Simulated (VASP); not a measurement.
A convergence study with VASP on Er (hcp): one setting is varied, all else stays as given below, so the limit is that of these other settings.

```xyz
2
Lattice="1.7800 -3.0831 0.0000 1.7800 3.0831 0.0000 0.0000 0.0000 5.5900" Properties=species:S:1:pos:R:3 pbc="T T T"
Er     1.7800     1.0277     1.3975
Er     1.7800    -1.0277     4.1925
```

These are PBE GGA, VASP's PBE PAW potentials (set 64) (plane waves; VASP) values and carry that method's errors. The tightest run used: 550 eV cut-off, 21×21×13 Γ-centred mesh, tetrahedra with Blöchl corrections, potentials Er_3.

The 4f electrons are frozen in the core of the lanthanide potential, so 4f levels, which can set the real gap, and their magnetism are missing.

Q: The settings run are 3×3×2 mesh; 4×4×2 mesh; 5×5×3 mesh; 6×6×4 mesh; 7×7×4 mesh; 8×8×5 mesh; 9×9×6 mesh; 10×10×6 mesh; 11×11×7 mesh; 12×12×7 mesh; 13×13×8 mesh; 14×14×9 mesh; 15×15×9 mesh; 16×16×10 mesh; 17×17×10 mesh; 18×18×11 mesh; 19×19×12 mesh; 20×20×12 mesh; 21×21×13 mesh. From which on does the energy per atom stay within 0.001 eV/atom of the tightest run?

A: From 13×13×8 mesh on: it is off by 0.0002 there and by no more than 0.001 in any finer run, while 12×12×7 mesh is off by 0.0017.
```csv
setting,E (eV/atom),pressure (GPa),irreducible k-points,difference judged (eV/atom)
3×3×2 mesh,-4.4644,-0.95,6,0.0322
4×4×2 mesh,-4.4911,0.88,8,0.0056
5×5×3 mesh,-4.4745,0.45,10,0.0222
6×6×4 mesh,-4.5056,0.41,21,0.0090
7×7×4 mesh,-4.5001,0.39,24,0.0034
8×8×5 mesh,-4.4901,0.18,30,0.0066
9×9×6 mesh,-4.4974,0.33,48,0.0008
10×10×6 mesh,-4.4971,0.34,56,0.0005
11×11×7 mesh,-4.4953,0.30,64,0.0013
12×12×7 mesh,-4.4950,0.31,76,0.0017
13×13×8 mesh,-4.4968,0.29,105,0.0002
14×14×9 mesh,-4.4963,0.31,120,0.0003
15×15×9 mesh,-4.4962,0.30,135,0.0004
16×16×10 mesh,-4.4965,0.29,180,0.0002
17×17×10 mesh,-4.4964,0.29,198,0.0002
18×18×11 mesh,-4.4967,0.29,222,0.0001
19×19×12 mesh,-4.4965,0.29,280,0.0002
20×20×12 mesh,-4.4964,0.29,308,0.0002
21×21×13 mesh,-4.4966,0.29,336,0.0000
```

Left out are rungs that failed or repeat a setting and relaxations that didn't move; long series are thinned to 24 rows.

The compound is Er in the hcp structure. The cell was not relaxed at this level.
